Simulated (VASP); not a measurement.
Calculation: PBEsol GGA, VASP's PBE PAW potentials (set 64) (plane waves; VASP).

A VASP calculation is set up with these files.

File KPOINTS:
```
Automatic mesh
0
Gamma
12 12 12
0 0 0
```

### INCAR
```
SYSTEM=Bi
PREC=Accurate; ENCUT=480; LREAL=F
LASPH=T
EDIFF=1E-7; NELM=100; ALGO=Normal
LMAXMIX=4
ISMEAR=1; SIGMA=0.1
GGA=PS
ISIF=2
LWAVE=F; LCHARG=F
```

### POSCAR
```
Bi
3.429990
  0.0000000000   0.7071068440   0.7071068440
  0.7071068440   0.0000000000   0.7071068440
  0.7071068440   0.7071068440   0.0000000000
Bi
1
Direct
  0.0000000000   0.0000000000   0.0000000000
```

POTCAR, in this order: Bi_d (PBE.64 set). Program: vasp_std.

Unless said otherwise, spin-orbit coupling is left out, though it shifts the bands of the heavy elements here.

Problem. What does the run give for the energy per atom (σ→0), pressure, band gap (on the k-mesh)?

Solution. 
| Quantity | Value |
|---|---|
| energy per atom (σ→0) | -400.4 kJ/mol of atoms |
| band gap (on the k-mesh) | none (metal, semimetal or under 0.01 eV) |
| pressure | 3.73 GPa |

**OSZICAR**
```
...
DAV:   5    -0.415985539138E+01   -0.46811E-02   -0.46809E-02  1943   0.258E+00    0.469E-01
DAV:   6    -0.415238925652E+01    0.74661E-02   -0.10897E-02  1957   0.175E+00    0.256E-01
DAV:   7    -0.415006804470E+01    0.23212E-02   -0.65257E-03  1857   0.134E+00    0.756E-02
DAV:   8    -0.414997704558E+01    0.90999E-04   -0.42028E-04  1838   0.397E-01    0.960E-03
DAV:   9    -0.414997333558E+01    0.37100E-05   -0.12626E-05  1940   0.624E-02    0.389E-03
DAV:  10    -0.414997256120E+01    0.77438E-06   -0.15177E-06  2247   0.167E-02    0.606E-04
DAV:  11    -0.414997246392E+01    0.97280E-07   -0.46084E-08  1047   0.386E-03
   1 F= -.41499725E+01 E0= -.41496202E+01  d E =-.105694E-02
```

The structure was generated: Bi was put into the fcc type (Fm-3m), which need not be its known phase. This cell was strained or had an atom moved on purpose.
